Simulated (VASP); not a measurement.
# MnPt2 in VASP: convergence with k mesh

MnPt2:

```
CELL_PARAMETERS angstrom
2.85840 0.00000 0.00000
-1.42920 2.47545 0.00000
0.00000 0.00000 6.53250
ATOMIC_POSITIONS crystal
Pt 0.66667 0.33333 0.31621
Pt 0.33333 0.66667 0.68379
Mn 0.00000 0.00000 0.00000
```

The cell comes from a database or a generator and needn't be the stable form of this composition.

```yaml
Program: VASP 6.6.1
Task: single point
Functional: PBE
Potentials_or_basis: VASP PAW PBE potentials, release 64 (Pt_sv_GW, Mn_sv_GW)
Cutoff: 600 eV
k_mesh: 3 × 3 × 1
Occupations: methfessel-paxton, width 0.1 eV
Spin: collinear spin, ferromagnetic start
Starting_moments: "[0.0, 0.0, 4.0] μB"
```

These are the settings of the first run; the series varies k mesh, with any setting tied to it.

Hardware: 1 thread of Intel(R) Xeon(R) 6975P-C (Granite Rapids), on a shared host.

```
     k mesh  energy less the tightest run, at zero smearing (meV/atom)  pressure (GPa)  largest force (eV/Å)  largest site moment (μB)  SCF cycles  CPU time (s)  peak memory (GiB)
  3 × 3 × 1                                                      25.51           -4.09                 0.515                      3.37          49            55                0.2
  4 × 4 × 2                                                     -17.82           -2.19                 0.110                      3.62          32            53               0.22
  5 × 5 × 2                                                     318.70          -17.61                 0.468                      0.01          70           140               0.23
  6 × 6 × 3                                                     -35.07           -1.61                 0.042                      3.69          31            82               0.24
  8 × 8 × 3                                                      -8.97           -1.84                 0.007                      3.64          37           130               0.26
10 × 10 × 4                                                     283.65          -18.37                 0.424                      0.00          64           430               0.33
12 × 12 × 5                                                       4.19           -1.56                 0.035                      3.64          34           320                0.4
15 × 15 × 6                                                     279.41          -18.43                 0.386                      0.00          34           570               0.56
17 × 17 × 7                                                       0.00           -1.48                 0.022                      3.65          35           770                0.7
```

Not settled before the last step: the energy (to 1 meV/atom), the pressure (to 0.1 GPa), the largest force (to 0.005 eV/Å), the largest site moment (to 0.02 μB). Meshes of other sizes hit other points, so gaps and Fermi surfaces needn't settle smoothly. The tightest run that finished is the yardstick and may itself not be fully converged.

Spin-orbit coupling is left out, which matters for the levels of Pt.
